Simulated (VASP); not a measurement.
TaN: relaxation of cell and atoms with PBE

Crystal: TaN.

```
Ta N
1.0
     0.00000    2.20999    2.20999
     2.20999    0.00000    2.20999
     2.20999    2.20999    0.00000
Ta N
1 1
Direct
  0.50000 0.50000 0.50000
  0.00000 0.00000 0.00000
```

* Program: VASP 6.6.1
* Task: relaxation of cell and atoms
* Functional: PBE
* Potentials or basis: VASP PAW PBE potentials, release 64 (Ta_pv, N)
* Cutoff: 520 eV
* k mesh: 10 × 10 × 10
* Occupations: gaussian, width 0.1 eV
* Spin: no spin polarisation
* Further INCAR settings: ALGO = Normal; EDIFF = 1e-07; IBRION = 2; POTIM = 0.3; EDIFFG = -0.005; NSW = 60; ISIF = 3

```
Pressure after relaxing : 0.0 GPa
Band gap on the k mesh  : none (metal or under the smearing width)
```

Final structure:
```
CELL_PARAMETERS angstrom
0.00000 2.20999 2.20999
2.20999 0.00000 2.20999
2.20999 2.20999 0.00000
ATOMIC_POSITIONS crystal
Ta 0.50000 0.50000 0.50000
N 0.00000 0.00000 0.00000
```

Levels at points of the mesh, in eV from the Fermi level:
```tsv
k point	band 4	band 5	band 6	band 7	band 8	band 9	band 10	band 11	band 12
(0.00, 0.00, 0.00)	-18.76	-3.80	-3.80	-3.80	-2.10	-2.10	-2.10	0.03	0.03
(0.50, 0.00, 0.00)	-15.82	-10.27	-7.49	-7.49	1.82	1.82	1.92	3.75	7.34
(0.50, 0.50, 0.00)	-17.51	-6.63	-5.39	-4.62	-4.62	2.03	3.42	3.42	4.35
```

Wall time 5.1 s on 1 thread of Intel(R) Xeon(R) 6975P-C (Granite Rapids) (shared host), peak memory 0.14 GiB.

Caveat: the relaxation stopped at its first step, so nothing moved. Spin-orbit coupling is left out, which matters for the levels of Ta.
